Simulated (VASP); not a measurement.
All values below come from PBEsol GGA, VASP's PBE PAW potentials (set 64) (plane waves; VASP 6.6.1).

A VASP calculation is set up with these files.

KPOINTS:
```
K-points
0
Gamma
16 16 16
0 0 0
```

INCAR:
```
ALGO = Normal
EDIFF = 1E-6
EDIFFG = -0.01
ENCUT = 520
GGA = PS
IBRION = 2
ISIF = 3
ISMEAR = 1
ISPIN = 2
LASPH = T
LCHARG = F
LMAXMIX = 4
LORBIT = 10
LREAL = F
LWAVE = F
MAGMOM = 2.5
NELM = 100
NSW = 60
PREC = Accurate
SIGMA = 0.1
SYSTEM = Fe
```

**POSCAR**
```
Fe
1.0
 -1.4350000000   1.4350000000   1.4350000000
  1.4350000000  -1.4350000000   1.4350000000
  1.4350000000   1.4350000000  -1.4350000000
Fe
1
Cartesian
  0.0000000000   0.0000000000   0.0000000000
```

POTCAR, in this order: Fe (PBE.64 set). Program: vasp_std.

The run wrote:

File OSZICAR:
```
       N       E                     dE             d eps       ncg     rms          rms(c)
DAV:   1     0.149618005998E+02    0.14962E+02   -0.40728E+03  5412   0.106E+03
DAV:   2    -0.977081123047E+01   -0.24733E+02   -0.23177E+02  5255   0.127E+02
DAV:   3    -0.100798622558E+02   -0.30905E+00   -0.30818E+00  5911   0.197E+01
DAV:   4    -0.100812472477E+02   -0.13850E-02   -0.13849E-02  5776   0.124E+00
DAV:   5    -0.100812598687E+02   -0.12621E-04   -0.12620E-04  5662   0.104E-01    0.115E+01
DAV:   6    -0.898045675633E+01    0.11008E+01   -0.15678E+01  5508   0.628E+01    0.608E+00
DAV:   7    -0.887630775464E+01    0.10415E+00   -0.11415E+00  5514   0.163E+01    0.335E+00
DAV:   8    -0.887269511296E+01    0.36126E-02   -0.87392E-03  6486   0.811E-01    0.142E+00
DAV:   9    -0.886366114708E+01    0.90340E-02   -0.11844E-02  6561   0.940E-01    0.545E-01
DAV:  10    -0.886454594049E+01   -0.88479E-03   -0.25087E-04  6706   0.191E-01    0.386E-01
DAV:  11    -0.886506218602E+01   -0.51625E-03   -0.23983E-03  6493   0.533E-01    0.967E-02
DAV:  12    -0.886513891682E+01   -0.76731E-04   -0.78410E-05  6614   0.106E-01    0.268E-02
DAV:  13    -0.886514389716E+01   -0.49803E-05   -0.48847E-06  4384   0.204E-02    0.876E-03
DAV:  14    -0.886514223289E+01    0.16643E-05   -0.68274E-07  2646   0.132E-02    0.312E-03
DAV:  15    -0.886514212726E+01    0.10562E-06   -0.94328E-08  2630   0.411E-03
   1 F= -.88651421E+01 E0= -.88653060E+01  d E =-.886514E+01  mag=     2.2753
       N       E                     dE             d eps       ncg     rms          rms(c)
DAV:   1    -0.108927866154E+02   -0.20276E+01   -0.45684E+01  5443   0.114E+02    0.148E+01
DAV:   2    -0.895762737189E+01    0.19352E+01   -0.13776E+01  5502   0.625E+01    0.972E+00
DAV:   3    -0.890640891534E+01    0.51218E-01   -0.31866E-01  5552   0.937E+00    0.463E+00
DAV:   4    -0.888470796944E+01    0.21701E-01   -0.80662E-03  5506   0.996E-01    0.994E-01
DAV:   5    -0.886775033325E+01    0.16958E-01   -0.23841E-02  5827   0.135E+00    0.187E-01
DAV:   6    -0.886782784289E+01   -0.77510E-04   -0.15265E-03  5635   0.556E-01    0.876E-02
DAV:   7    -0.886783136970E+01   -0.35268E-05   -0.40558E-05  5387   0.932E-02    0.408E-02
DAV:   8    -0.886784045935E+01   -0.90896E-05   -0.13660E-05  5402   0.573E-02    0.139E-02
DAV:   9    -0.886783776523E+01    0.26941E-05   -0.10763E-06  2710   0.109E-02    0.426E-03
DAV:  10    -0.886783752223E+01    0.24300E-06   -0.24709E-07  2618   0.536E-03
   2 F= -.88678375E+01 E0= -.88677666E+01  d E =-.269539E-02  mag=     1.9518
       N       E                     dE             d eps       ncg     rms          rms(c)
DAV:   1    -0.940875538707E+01   -0.54092E+00   -0.11531E+01  5407   0.631E+01    0.668E+00
DAV:   2    -0.896915504395E+01    0.43960E+00   -0.49797E+00  5474   0.328E+01    0.572E+00
DAV:   3    -0.892602946911E+01    0.43126E-01   -0.27938E-01  5585   0.865E+00    0.229E+00
DAV:   4    -0.892090402351E+01    0.51254E-02   -0.31586E-03  5576   0.928E-01    0.620E-01
DAV:   5    -0.891639775570E+01    0.45063E-02   -0.60356E-03  5426   0.800E-01    0.798E-02
DAV:   6    -0.891642661126E+01   -0.28856E-04   -0.12562E-04  5421   0.142E-01    0.445E-02
DAV:   7    -0.891642521605E+01    0.13952E-05   -0.73736E-06  5322   0.344E-02    0.232E-02
DAV:   8    -0.891642842135E+01   -0.32053E-05   -0.42750E-06  5265   0.273E-02    0.344E-03
DAV:   9    -0.891642843209E+01   -0.10739E-07   -0.15756E-07  2630   0.412E-03
   3 F= -.89164284E+01 E0= -.89163343E+01  d E =-.512863E-01  mag=     2.0949
       N       E                     dE             d eps       ncg     rms          rms(c)
DAV:   1    -0.891692515514E+01   -0.49673E-03   -0.10226E-02  5428   0.182E+00    0.200E-01
DAV:   2    -0.891651997197E+01    0.40518E-03   -0.41682E-03  5487   0.984E-01    0.164E-01
DAV:   3    -0.891649169329E+01    0.28279E-04   -0.19129E-04  5559   0.225E-01    0.671E-02
DAV:   4    -0.891648739913E+01    0.42942E-05   -0.26366E-06  4883   0.263E-02    0.143E-02
DAV:   5    -0.891648396766E+01    0.34315E-05   -0.50796E-06  5294   0.222E-02    0.215E-03
DAV:   6    -0.891648397901E+01   -0.11347E-07   -0.93125E-08  2616   0.312E-03
   4 F= -.89164840E+01 E0= -.89163838E+01  d E =-.513419E-01  mag=     2.0915
```

### OUTCAR
```
------------------------ aborting loop because EDIFF is reached ----------------------------------------
  FORCE on cell =-STRESS in cart. coord.  units (eV):
  Direction    XX          YY          ZZ          XY          YZ          ZX
  --------------------------------------------------------------------------------------
  Total       -0.0048121     -0.0048121     -0.0048121     -0.0000000      0.0000000     -0.0000000
  in kB       -0.7135190     -0.7135190     -0.7135190     -0.0000000      0.0000000     -0.0000000
  external PRESSURE =      -0.7135190 kB  Pullay stress =       0.0000000 kB
  volume of cell :       10.81
      direct lattice vectors                 reciprocal lattice vectors
    -1.392709344  1.392709344  1.392709344     0.000000000  0.359012455  0.359012455
     1.392709344 -1.392709344  1.392709344     0.359012455  0.000000000  0.359012455
     1.392709344  1.392709344 -1.392709344     0.359012455  0.359012455  0.000000000
 POSITION                                       TOTAL-FORCE (eV/Angst)
 -----------------------------------------------------------------------------------
      1.39271      1.39271      1.39271        -0.000000      0.000000     -0.000000
 -----------------------------------------------------------------------------------
    total drift:                               -0.000000      0.000000     -0.000000
  FREE ENERGIE OF THE ION-ELECTRON SYSTEM (eV)
  ---------------------------------------------------
  free  energy   TOTEN  =        -8.9164839790 eV

  energy  without entropy=       -8.9161835112  energy(sigma->0) =       -8.91638382

 total charge

# of ion       s       p       d       tot
------------------------------------------
    1        0.512   0.590   6.280   7.382

 magnetization (x)

# of ion       s       p       d       tot
------------------------------------------
    1       -0.012  -0.047   2.132   2.072

 reached required accuracy - stopping structural energy minimisation
```
(Selected blocks of OUTCAR.)

File CONTCAR:
```
Fe
   1.00000000000000
    -1.3927093436824192    1.3927093436824192    1.3927093436824192
     1.3927093436824192   -1.3927093436824192    1.3927093436824192
     1.3927093436824192    1.3927093436824192   -1.3927093436824192
  Fe
     1
Direct
     1.0000000000000000    1.0000000000000000    1.0000000000000000
```

Energy and stress use the plane-wave basis of the starting cell.

The compound is Fe in the bcc structure. This run relaxes it. Symmetry was kept, so distortions that lower it aren't found.
